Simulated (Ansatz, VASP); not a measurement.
Given: the input of a run of VASP 6.6.1 on K3Ge.

File INCAR:

```
PREC = Accurate ; ENCUT = 520
EDIFF = 1E-7 ; ISMEAR = -1
SIGMA = 0.05 ; LREAL = False
LASPH = True ; NELM = 60
ALGO = Normal ; ISIF = 2
LWAVE = False ; LCHARG = False
GGA = PE ; NBANDS = 28
```

KPOINTS

```
Automatic mesh
0
Gamma
  6 6 6
```

The input POSCAR:

```
K3Ge
1.0
    0.0000000000      4.3110110000      4.3110110000
    4.3110110000      0.0000000000      4.3110110000
    4.3110110000      4.3110110000      0.0000000000
Ge K
1 3
Direct
    0.0077680000     -0.0133230000      0.0036680000
    0.5015600000      0.5052580000      0.4961170000
    0.7399160000      0.7437120000      0.7507880000
    0.2448080000      0.2528900000      0.2555680000
```

Potentials or basis: VASP PAW PBE potentials, release 64 (Ge_d, K_sv).

Command:

```bash
$ cat potpaw_PBE.64/Ge_d/POTCAR potpaw_PBE.64/K_sv/POTCAR > POTCAR
$ mpirun -np 1 vasp_std > vasp.out
```

Set up the same calculation for Ansatz 0.2.0. Potentials there: Ansatz PAW.

As run (the cutoff follows the program's own potentials):

input.yaml

```yaml
crystal:
  lattice:
    - [0.0, 4.311011, 4.311011]
    - [4.311011, 0.0, 4.311011]
    - [4.311011, 4.311011, 0.0]
  atoms:
    - { symbol: Ge, position: [0.007768, -0.013323, 0.003668] }
    - { symbol: K, position: [0.50156, 0.505258, 0.496117] }
    - { symbol: K, position: [0.739916, 0.743712, 0.750788] }
    - { symbol: K, position: [0.244808, 0.25289, 0.255568] }
hamiltonian:
  xc: pbe
  pseudopotentials: { kind: paw }
kpoints:
  mp_grid: { grid: [6, 6, 6] }
scf:
  occupations: { method: fermi_dirac, width: 0.05 }
output:
  forces: true
  stress: true
  eigenvalues: true
```

Potentials or basis: Ansatz PAW.

The run is started by

```sh
$ ansatz run input.yaml --threads 2 --pin off --max-ram 5120MiB --backend cpu --events-out ev --progress --plain --runs-dir out
```

Both were run:

|  | VASP | Ansatz | Ansatz less VASP |
| --- | --- | --- | --- |
| gap on the k mesh at the Fermi level (eV) | none | none | - |
| pressure (GPa) | 0.1 | 0.1 | +0.01 |
| largest component of the traceless stress (GPa) | 0.07 | 0.07 | 0.000 |
| rms of the force components (eV/Å) | 0.044 | 0.044 | -0.0002 |

Atom by atom the forces differ by 0.000 eV/Å (rms over components). A gap of «none» marks a metal or a gap that the smearing closes.
